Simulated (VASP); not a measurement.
**La: energy against strain**

La (dhcp, P6_3/mmc, 33.865 Å³/atom and stress up to 0.25 GPa in the relaxed cell, c along z) under a strain ε along c (axis z), the other axes held. PBEsol in VASP (plane waves, PAW), 480 eV, 18×18×4 Γ-centred mesh, Methfessel-Paxton smearing 0.10 eV; ions are relaxed, or left where forces stay under 0.02 eV/Å, within the symmetry of each cell. Against the start cell, which lies near the measured one, the relaxed cell differs by -9.5 % in volume and -3.8 % in c; the values below rest on it.

Here s stands for strain and y for E less E0.

| strain (%) | E less E0 (meV/atom) |
|---|---|
| -3.00 | ? |
| -1.50 | 2.52 |
| -1.00 | 1.33 |
| -0.50 | 0.48 |
| 0.00 | 0.00 |
| 0.50 | -0.14 |
| 1.00 | 0.04 |
| 1.50 | 0.53 |

Taking a parabola for y over the 7 complete rows: Least squares gives y = 0.002 - 0.6550·s + 0.6776·s². Residuals (row less fit): 0.011, -0.005, -0.019, -0.002, 0.016, 0.015, -0.014; standard error 0.017 (degrees of freedom: 4). Twice the quadratic coefficient over the volume, 2 × 0.6776 meV × 10⁴ × 0.1602 / 33.865 Å³, is the elastic constant C33 = about 64 GPa.

Q: Predict the withheld y at s = -3.00 from the fit, and compare with the calculation.

A: y = 0.002 - 0.6550 × (-3.0) + 0.6776 × (-3.0)² = 8.065 meV/atom. The calculation gives 8.39 meV/atom, 0.325 meV/atom above the prediction (3.8 % of the range of y in the table). The row lies outside the fitted rows, so this is an extrapolation. From the scatter of the fitted rows alone, a prediction at this place has a standard error of 0.066 meV/atom, so the miss is 4.9 times that.

A polynomial of degree 3 through the 12 other runs of the series gives 8.38 there, so most of the miss is curvature that the fit leaves out. In a metal these values are sensitive to mesh and smearing; energies are taken to zero smearing, stresses follow the free energy. Rows are the converged runs of the series near zero and its far end, less any whose ions stayed unrelaxed beside relaxed ones; series whose fitted rows scatter by over a few per cent of the range, as at a crossing or softening among them, aren't shown in this form. Most that stay on the fit to the last digits aren't either.
